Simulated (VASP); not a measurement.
Input:

```
CELL_PARAMETERS angstrom
      0.00000     2.04000     2.04000
      2.04000     0.00000     2.04000
      2.04000     2.04000     0.00000
ATOMIC_POSITIONS crystal
  Au 0.00000 0.00000 0.00000
```

Level of theory: r2SCAN meta-GGA, VASP's PBE PAW potentials (set 64) (plane waves; VASP 6.6.1). Numerical set-up: 400 eV cut-off, 14×14×14 Γ-centred mesh, first-order Methfessel-Paxton smearing of 0.10 eV, potentials Au.

Energy and stress use the plane-wave basis of the starting cell.

**Question.** The ions, cell shape and volume are relaxed. Predict the relaxed structure.

**Answer.** 
```
CELL_PARAMETERS angstrom
      0.00000     2.06268     2.06268
      2.06268     0.00000     2.06268
      2.06268     2.06268     0.00000
ATOMIC_POSITIONS crystal
  Au 0.00000 0.00000 0.00000
```
Space group Fm-3m (225), at a tolerance of 0.03 Å.

**Question.** How do energy and volume change from the first to the last step?

**Answer.** The energy (σ→0) changes by -9.5 meV/atom and the volume by +3.4 %, in 3 ionic steps.

The compound is Au in the fcc structure. This run relaxes it. Symmetry was kept, so distortions that lower it aren't found.
